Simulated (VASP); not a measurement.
Consider the following.

```yaml
crystal:
  lattice:
    - [0.00000, 2.08738, 2.08738]
    - [2.08738, 0.00000, 2.08738]
    - [2.08738, 2.08738, 0.00000]
  atoms:
    - { symbol: Ti, position: [0.00000, 0.00000, 0.00000] }
    - { symbol: N, position: [0.50000, 0.50000, 0.50000] }
```

These are vdW-DF-cx, VASP's PBE PAW potentials (set 64) (plane waves; VASP) values and carry that method's errors. Run with 520 eV cut-off, 15×15×15 Γ-centred mesh, first-order Methfessel-Paxton smearing of 0.10 eV, potentials Ti_sv N.

### Question
Give the stress tensor in GPa (positive for a compressed cell).

### Answer

```
9.49  0.00  0.00
0.00  9.49  0.00
0.00  0.00  9.49
```
The pressure is its mean diagonal, 9.49 GPa.

The compound is TiN in the rock salt structure. This cell is one point of a volume scan, at 0.97 of the reference volume. The electron count is odd and the run is not spin-polarised, which forces a metal.
